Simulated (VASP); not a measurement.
Be3Se2O, 12 atoms in the cell. Symmetry: Cmc2_1, No. 36, orthorhombic system. The conventional cell has a = 10.156 Å, b = 5.744 Å, c = 5.445 Å, α = 90.00°, β = 90.00°, γ = 90.00°. Be (site symmetry 1) has 1 O at 1.67 Å as nearest neighbours. Be (site symmetry m) is surrounded by 2 O at 1.74 to 1.80 Å. Se (site symmetry 1) has 4 Be at 2.23 to 2.27 Å as nearest neighbours. O (site symmetry m) has 4 Be at 1.67 to 1.80 Å as nearest neighbours. The cell was built by a generator and needn't be a form met in nature.

```yaml
Program: VASP 6.6.1
Task: single point
Functional: r2SCAN
Potentials_or_basis: VASP PAW PBE potentials, release 64 (Be, Se, O)
Cutoff: 520 eV
k_mesh: 6 × 6 × 6
Occupations: gaussian, width 0.03 eV
Spin: no spin polarisation
Further_INCAR_settings: ALGO = Normal; EDIFF = 1e-06; NBANDS = 36
```

Potentials or basis: VASP PAW PBE potentials, release 64 (Be, Se, O).

Run with:

```bash
$ cat potpaw_PBE.64/Be/POTCAR potpaw_PBE.64/Se/POTCAR potpaw_PBE.64/O/POTCAR > POTCAR
$ mpirun -np 4 vasp_std > vasp.out
```

Hardware: 4 MPI ranks on Intel(R) Xeon(R) Platinum 8488C (Sapphire Rapids) (shared host).

Problem. How long does it take, and how much memory?

Solution. Run time: 4.3 min on 4 MPI ranks on Intel(R) Xeon(R) Platinum 8488C (Sapphire Rapids) (shared host), peak memory 0.48 GiB a rank. Counts: scf iterations 20, k points 52.
